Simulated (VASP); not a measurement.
```xyz
1
Lattice="-1.6583 1.6583 1.6583 1.6583 -1.6583 1.6583 1.6583 1.6583 -1.6583" Properties=species:S:1:pos:R:3 pbc="T T T"
Ta     0.0000     0.0000     0.0000
```

Method: PBEsol GGA, VASP's PBE PAW potentials (set 64) (plane waves; VASP 6.6.1). Settings: 520 eV cut-off, 16×16×16 Γ-centred mesh, first-order Methfessel-Paxton smearing of 0.10 eV, potentials Ta_pv.

Unless said otherwise, spin-orbit coupling is left out, though it shifts the bands of the heavy elements here.

Task: Estimate the energy per atom (σ→0), pressure, band gap (on the k-mesh) with the smallest direct gap where there is one.

Result: 
The band gap (on the k-mesh) is none (metal, semimetal or under 0.01 eV), the energy per atom (σ→0) is -12.536 eV/atom and the pressure is -5.91 GPa.

The compound is Ta in the bcc structure. This cell is one point of a volume scan, at 1.03 of the reference volume.
